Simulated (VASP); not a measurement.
Calculation: LDA (Ceperley-Alder, Perdew-Zunger), VASP's LDA PAW potentials (set 64) (plane waves; VASP).

Input for VASP

### INCAR
```
! general
SYSTEM  =SiC
PREC    =Accurate
ENCUT   =520
LREAL   =.FALSE.
LASPH   =.TRUE.

! electronic loop
EDIFF   =1E-8
NELM    =100
ALGO    =Normal

! smearing
ISMEAR  =0
SIGMA   =0.01

! output
LWAVE   =.FALSE.
LCHARG  =.FALSE.

! other
LEPSILON=.TRUE.
```

POSCAR:
```
SiC
1.0
  0.0000000000   2.1657744363   2.1657744363
  2.1657744363   0.0000000000   2.1657744363
  2.1657744363   2.1657744363   0.0000000000
Si C
1 1
Direct
  0.2500000000   0.2500000000   0.2500000000
  0.0000000000   0.0000000000   0.0000000000
```

KPOINTS:
```
Automatic mesh
0
Gamma
10 10 10
0 0 0
```

POTCAR, in this order: Si C (LDA.64 set). Program: vasp_std.

The resulting files:

OUTCAR:
```
 ion  position               nearest neighbor table
   1  0.250  0.250  0.250-   2 1.88   2 1.88   2 1.88   2 1.88
   2  0.000  0.000  0.000-   1 1.88   1 1.88   1 1.88   1 1.88
  LATTYP: Found a face centered cubic cell.
 ALAT       =     4.3315488726
 Subroutine PRICEL returns:
 Original cell was already a primitive cell.
 Subroutine GETGRP returns: Found 24 space group operations
The static configuration has the point symmetry T_d .
The dynamic configuration has the point symmetry T_d .
 Subroutine INISYM returns: Found 24 space group operations
 Subroutine IBZKPT returns following result:
 Found     47 irreducible k-points:

 Following reciprocal coordinates:
            Coordinates               Weight
  0.000000  0.000000  0.000000      1.000000
  0.100000  0.000000  0.000000      8.000000
  0.200000  0.000000  0.000000      8.000000
  0.300000  0.000000  0.000000      8.000000
  0.400000  0.000000  0.000000      8.000000
  0.500000  0.000000  0.000000      4.000000
  0.100000  0.100000  0.000000      6.000000
  0.200000  0.100000  0.000000     24.000000
  0.300000  0.100000  0.000000     24.000000
  0.400000  0.100000  0.000000     24.000000
  0.500000  0.100000  0.000000     24.000000
 -0.400000  0.100000  0.000000     24.000000
 -0.300000  0.100000  0.000000     24.000000
 -0.200000  0.100000  0.000000     24.000000
 -0.100000  0.100000  0.000000     12.000000
  0.200000  0.200000  0.000000      6.000000
  0.300000  0.200000  0.000000     24.000000
  0.400000  0.200000  0.000000     24.000000
  0.500000  0.200000  0.000000     24.000000
 -0.400000  0.200000  0.000000     24.000000
 -0.300000  0.200000  0.000000     24.000000
 -0.200000  0.200000  0.000000     12.000000
  0.300000  0.300000  0.000000      6.000000
  0.400000  0.300000  0.000000     24.000000
  0.500000  0.300000  0.000000     24.000000
 -0.400000  0.300000  0.000000     24.000000
 -0.300000  0.300000  0.000000     12.000000
  0.400000  0.400000  0.000000      6.000000
  0.500000  0.400000  0.000000     24.000000
 -0.400000  0.400000  0.000000     12.000000
  0.500000  0.500000  0.000000      3.000000
  0.300000  0.200000  0.100000     24.000000
  0.400000  0.200000  0.100000     48.000000
  0.500000  0.200000  0.100000     48.000000
 -0.400000  0.200000  0.100000     24.000000
  0.400000  0.300000  0.100000     24.000000
  0.500000  0.300000  0.100000     48.000000
 -0.400000  0.300000  0.100000     48.000000
 -0.300000  0.300000  0.100000     48.000000
 -0.200000  0.300000  0.100000     24.000000
 Subroutine IBZKPT_HF returns following result:
   k-points           NKPTS =     47   k-points in BZ     NKDIM =     47   number of bands    NBANDS=      8
   number of dos      NEDOS =    301   number of ions     NIONS =      2
   total plane-waves  NPLWV =  13824
   dimension x,y,z NGX =    24 NGY =   24 NGZ =   24
   dimension x,y,z NGXF=    48 NGYF=   48 NGZF=   48
   ions per type =               1   1
   PREC   = accura    normal or accurate (medium, high low for compatibility)
   ISTART =      0    job   : 0-new  1-cont  2-samecut
   ICHARG =      2    charge: 1-file 2-atom 10-const
   ISPIN  =      1    spin polarized calculation?
   LNONCOLLINEAR =      F non collinear calculations
   LSORBIT =      F    spin-orbit coupling
   INIWAV =      1    electr: 0-lowe 1-rand  2-diag
   ENCUT  =  520.0 eV  38.22 Ry    6.18 a.u.   5.69  5.69  5.69*2*pi/ulx,y,z
   NELM   =    100;   NELMIN=  2; NELMDL= -5     # of ELM steps
   EDIFF  = 0.1E-07   stopping-criterion for ELM
   LREAL  =      F    real-space projection
   NLSPLINE    = F    spline interpolate recip. space projectors
...
```

File OUTCAR:
```


 HEAD OF MICROSCOPIC STATIC DIELECTRIC TENSOR (INDEPENDENT PARTICLE, excluding Hartree and local field effects)
 ------------------------------------------------------
           7.299477     0.000000    -0.000000
           0.000000     7.299477     0.000000
          -0.000000     0.000000     7.299477
 ------------------------------------------------------

 MACROSCOPIC STATIC DIELECTRIC TENSOR (including local field effects in DFT)
 ------------------------------------------------------
           6.975243    -0.000000    -0.000000
          -0.000000     6.975243    -0.000000
          -0.000000     0.000000     6.975243
 ------------------------------------------------------

 PIEZOELECTRIC TENSOR (including local field effects)  for field in x, y, z        (e  Angst)
          XX          YY          ZZ          XY          YZ          ZX
  --------------------------------------------------------------------------------
  x     0.00000    -0.00000    -0.00000     0.00000     1.25258     0.00000
  y    -0.00000    -0.00000     0.00000     0.00000     0.00000     1.25258
  z    -0.00000     0.00000     0.00000     1.25258     0.00000     0.00000

 PIEZOELECTRIC TENSOR (including local field effects)  for field in x, y, z        (C/m^2)
          XX          YY          ZZ          XY          YZ          ZX
  --------------------------------------------------------------------------------
  x     0.00000    -0.00000    -0.00000     0.00000     0.98775     0.00000
  y    -0.00000    -0.00000     0.00000     0.00000     0.00000     0.98775
  z    -0.00000     0.00000     0.00000     0.98775     0.00000     0.00000

 BORN EFFECTIVE CHARGES (including local field effects) (in |e|, cummulative output)
 ---------------------------------------------------------------------------------
 ion    1
    1     2.71494    -0.00000    -0.00000
    2    -0.00000     2.71494     0.00000
    3    -0.00000    -0.00000     2.71494
 ion    2
    1    -2.71494     0.00000     0.00000
    2     0.00000    -2.71494    -0.00000
    3     0.00000     0.00000    -2.71494
```
(Selected blocks of OUTCAR.)

File OUTCAR:
```
 val. band max:        8.2708444476   @ k =   0.0000   0.0000   0.0000

 cond. band min:       9.5597680260   @ k =   0.5000   0.5000   0.0000


 Fermi energy:         8.3317833766

 k-point     1 :       0.0000    0.0000    0.0000
  band No.  band energies     occupation
      1      -7.1883      2.00000
      2       8.2708      2.00000
      3       8.2708      2.00000
      4       8.2708      2.00000
      5      14.7783      0.00000
      6      15.5892      0.00000
      7      15.5892      0.00000
      8      15.5892      0.00000

 k-point     2 :       0.1000    0.0000    0.0000
  band No.  band energies     occupation
      1      -6.9894      2.00000
      2       7.2702      2.00000
      3       8.1359      2.00000
      4       8.1359      2.00000
      5      14.9517      0.00000
      6      15.8340      0.00000
      7      15.8340      0.00000
      8      15.9240      0.00000

 k-point     3 :       0.2000    0.0000    0.0000
  band No.  band energies     occupation
      1      -6.4010      2.00000
      2       5.1436      2.00000
      3       7.8267      2.00000
      4       7.8267      2.00000
      5      14.5937      0.00000
      6      16.1900      0.00000
      7      16.1900      0.00000
      8      17.1435      0.00000

 k-point     4 :       0.3000    0.0000    0.0000
  band No.  band energies     occupation
      1      -5.4562      2.00000
      2       2.8043      2.00000
      3       7.5089      2.00000
      4       7.5089      2.00000
      5      14.1816      0.00000
      6      16.0366      0.00000
      7      16.0366      0.00000
      8      18.0582      0.00000

 k-point     5 :       0.4000    0.0000    0.0000
  band No.  band energies     occupation
      1      -4.2748      2.00000
      2       0.7057      2.00000
      3       7.2893      2.00000
      4       7.2893      2.00000
      5      13.9161      0.00000
      6      15.6461      0.00000
      7      15.6461      0.00000
...
```

The structure comes from a computed database's SiC entry (F-43m); how it stands against other phases isn't given here. It was relaxed first.
